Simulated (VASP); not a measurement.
Data:

```xyz
2
Lattice="2.4700 0.0000 0.0000 0.0000 2.4700 0.0000 0.0000 0.0000 2.4700" Properties=species:S:1:pos:R:3 pbc="T T T"
Ni     0.0000     0.0000     0.0000
O      1.2350     1.2350     1.2350
```
Starting moments (μB, in the order of the record's atoms Ni O): 2.0 0.0.

These are PBEsol GGA, VASP's PBE PAW potentials (set 64) (plane waves; VASP) values and carry that method's errors. Run with 520 eV cut-off, 13×13×13 Γ-centred mesh, first-order Methfessel-Paxton smearing of 0.10 eV, potentials Ni O.

Energy and stress use the plane-wave basis of the starting cell. The moments were started parallel, and other spin orders were not tried in this run.

Problem. The ions, cell shape and volume are relaxed. Predict the relaxed structure.

Solution. 
```xyz
2
Lattice="2.5386 0.0000 0.0000 0.0000 2.5386 0.0000 0.0000 0.0000 2.5386" Properties=species:S:1:pos:R:3 pbc="T T T"
Ni     0.0000     0.0000     0.0000
O      1.2693     1.2693     1.2693
```
Space group Pm-3m (221), at a tolerance of 0.03 Å. The cell ends with 0.00 μB, on the sites 0.00 0.00 μB.

Problem. How do energy and volume change from the first to the last step?

Solution. The energy (σ→0) changes by -47.0 meV/atom and the volume by +8.6 %, in 4 ionic steps.

The structure was generated: NiO was put into the CsCl type type (Pm-3m), which need not be its known phase. This run relaxes it. Symmetry was kept, so distortions that lower it aren't found.
